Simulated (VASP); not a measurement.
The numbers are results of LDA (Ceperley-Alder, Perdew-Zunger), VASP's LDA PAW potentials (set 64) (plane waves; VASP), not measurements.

VASP input:

INCAR:
```
SYSTEM = CdTe
PREC = Accurate
ENCUT = 520
EDIFF = 1E-6
NELM = 100
ALGO = Normal
LREAL = .FALSE.
LASPH = .TRUE.
ISMEAR = 0
SIGMA = 0.05
LMAXMIX = 4
LWAVE = .FALSE.
LCHARG = .FALSE.
IBRION = 2
ISIF = 3
NSW = 60
EDIFFG = -0.01
```

### POSCAR
```
CdTe
1
    0.0000000000     3.2109807039     3.2109807039
    3.2109807039     0.0000000000     3.2109807039
    3.2109807039     3.2109807039     0.0000000000
Cd Te
1 1
Direct
  0.0000000000   0.0000000000   0.0000000000
  0.2500000000   0.2500000000   0.2500000000
```

KPOINTS:
```
Automatic mesh
0
G
  7 7 7
0 0 0
```

POTCAR, in this order: Cd Te (LDA.64 set). Program: vasp_std.

The run wrote:

### OUTCAR
```
 ion  position               nearest neighbor table
   1  0.000  0.000  0.000-   2 2.78   2 2.78   2 2.78   2 2.78
   2  0.250  0.250  0.250-   1 2.78   1 2.78   1 2.78   1 2.78
  LATTYP: Found a face centered cubic cell.
 ALAT       =     6.4219614078
 Subroutine PRICEL returns:
 Original cell was already a primitive cell.
 Subroutine GETGRP returns: Found 24 space group operations
The static configuration has the point symmetry T_d .
The dynamic configuration has the point symmetry T_d .
 Subroutine INISYM returns: Found 24 space group operations
 Subroutine IBZKPT returns following result:
 Found     20 irreducible k-points:

 Following reciprocal coordinates:
            Coordinates               Weight
  0.000000  0.000000  0.000000      1.000000
  0.142857  0.000000  0.000000      8.000000
  0.285714  0.000000  0.000000      8.000000
  0.428571  0.000000  0.000000      8.000000
  0.142857  0.142857  0.000000      6.000000
  0.285714  0.142857  0.000000     24.000000
  0.428571  0.142857  0.000000     24.000000
 -0.428571  0.142857  0.000000     24.000000
 -0.285714  0.142857  0.000000     24.000000
...
```

### OSZICAR
```
       N       E                     dE             d eps       ncg     rms          rms(c)
DAV:   1     0.102140593974E+03    0.10214E+03   -0.85219E+03   528   0.121E+03
DAV:   2    -0.206411460440E+01   -0.10420E+03   -0.99516E+02   570   0.280E+02
DAV:   3    -0.625192459830E+01   -0.41878E+01   -0.41772E+01   645   0.577E+01
DAV:   4    -0.629199419380E+01   -0.40070E-01   -0.40065E-01   701   0.519E+00
DAV:   5    -0.629217164831E+01   -0.17745E-03   -0.17745E-03   630   0.288E-01    0.620E+00
DAV:   6    -0.607367741827E+01    0.21849E+00   -0.46018E-01   570   0.957E+00    0.495E+00
DAV:   7    -0.605171787815E+01    0.21960E-01   -0.10665E-01   595   0.251E+00    0.180E+00
DAV:   8    -0.604971889738E+01    0.19990E-02   -0.10501E-02   535   0.148E+00    0.497E-01
DAV:   9    -0.604943616557E+01    0.28273E-03   -0.80817E-04   605   0.347E-01    0.134E-01
DAV:  10    -0.604942391099E+01    0.12255E-04   -0.98061E-05   560   0.977E-02    0.563E-02
DAV:  11    -0.604942757810E+01   -0.36671E-05   -0.21702E-05   596   0.482E-02    0.284E-02
DAV:  12    -0.604942678170E+01    0.79640E-06   -0.19695E-06   510   0.136E-02
   1 F= -.60494268E+01 E0= -.60494268E+01  d E =-.604943E+01
```

OUTCAR:
```
------------------------ aborting loop because EDIFF is reached ----------------------------------------
  FORCE on cell =-STRESS in cart. coord.  units (eV):
  Direction    XX          YY          ZZ          XY          YZ          ZX
  --------------------------------------------------------------------------------------
  Total       -0.0059791     -0.0059791     -0.0059791      0.0000000      0.0000000     -0.0000000
  in kB       -0.1446780     -0.1446780     -0.1446780      0.0000000      0.0000000     -0.0000000
  external PRESSURE =      -0.1446780 kB  Pullay stress =       0.0000000 kB
  volume of cell :       66.21
      direct lattice vectors                 reciprocal lattice vectors
     0.000000000  3.210980704  3.210980704    -0.155715666  0.155715666  0.155715666
     3.210980704  0.000000000  3.210980704     0.155715666 -0.155715666  0.155715666
     3.210980704  3.210980704  0.000000000     0.155715666  0.155715666 -0.155715666
  FREE ENERGIE OF THE ION-ELECTRON SYSTEM (eV)
  ---------------------------------------------------
  free  energy   TOTEN  =        -6.0494267817 eV

  energy  without entropy=       -6.0494267817  energy(sigma->0) =       -6.04942678

 reached required accuracy - stopping structural energy minimisation
```
(Selected blocks of OUTCAR.)

### OUTCAR
```
 val. band max:        2.4134182980   @ k =   0.0000   0.0000   0.0000

 cond. band min:       3.0487296209   @ k =   0.0000   0.0000   0.0000


 Fermi energy:         2.6619782304

 k-point     1 :       0.0000    0.0000    0.0000
  band No.  band energies     occupation
      1      -8.9881      2.00000
      2      -5.9782      2.00000
      3      -5.9782      2.00000
      4      -5.9782      2.00000
      5      -5.6932      2.00000
      6      -5.6932      2.00000
      7       2.4134      2.00000
      8       2.4134      2.00000
      9       2.4134      2.00000
     10       3.0487      0.00000
     11       6.8947      0.00000
     12       6.8947      0.00000
     13       6.8947      0.00000

 k-point     2 :       0.1429    0.0000    0.0000
  band No.  band energies     occupation
      1      -8.9069      2.00000
      2      -5.9627      2.00000
      3      -5.9627      2.00000
      4      -5.9177      2.00000
      5      -5.6945      2.00000
      6      -5.6945      2.00000
      7       0.8774      2.00000
      8       2.2248      2.00000
      9       2.2248      2.00000
     10       4.0776      0.00000
     11       6.9199      0.00000
     12       7.1717      0.00000
     13       7.1717      0.00000

 k-point     3 :       0.2857    0.0000    0.0000
  band No.  band energies     occupation
      1      -8.7234      2.00000
      2      -5.9315      2.00000
      3      -5.9315      2.00000
      4      -5.7062      2.00000
      5      -5.6929      2.00000
      6      -5.6929      2.00000
      7      -0.8603      2.00000
      8       1.8649      2.00000
      9       1.8649      2.00000
     10       4.2654      0.00000
     11       7.5133      0.00000
     12       7.5133      0.00000
     13       8.0600      0.00000

 k-point     4 :       0.4286    0.0000    0.0000
  band No.  band energies     occupation
      1      -8.5779      2.00000
      2      -5.9117      2.00000
      3      -5.9117      2.00000
...
```

Unless said otherwise, spin-orbit coupling is left out, though it shifts the bands of the heavy elements here.

The compound is CdTe in the zinc blende structure. It was relaxed first. The start is the result of an earlier pass.
